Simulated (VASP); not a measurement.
Given:

```
BaGe3
1.0
    6.76412     0.00000     0.00000
   -3.38206     5.85790     0.00000
    0.00000     0.00000     4.98194
Ba Ge
2 6
Direct
  0.66667   0.33333   0.25000
  0.33333   0.66667   0.75000
  0.87457   0.74915   0.75000
  0.12543   0.25085   0.25000
  0.12543   0.87457   0.25000
  0.87457   0.12543   0.75000
  0.25085   0.12543   0.75000
  0.74915   0.87457   0.25000
```

Method: PBEsol GGA, VASP's PBE PAW potentials (set 64) (plane waves; VASP). Numerical set-up: 300 eV cut-off, 3×3×4 Γ-centred mesh, Gaussian smearing of 0.10 eV, potentials Ba_sv Ge_d.

Unless said otherwise, spin-orbit coupling is left out, though it shifts the bands of the heavy elements here.

### Question
What does the run give for the energy per atom (σ→0), largest force, band gap (on the k-mesh) with the smallest direct gap where there is one?

### Answer

The band gap (on the k-mesh) is none (metal, semimetal or under 0.01 eV), the energy per atom (σ→0) is -4.603 eV/atom and the largest force is 1.127 eV/Å.

Total energies compare only between runs with the same potentials, cut-off and functional.

The structure comes from a computed database's BaGe3 entry (P6_3/mmc); how it stands against other phases isn't given here. The cell was not relaxed at this level. The k-mesh is coarse (spacing up to 0.36 per Å, 2π included), so the numbers may not be converged in it.
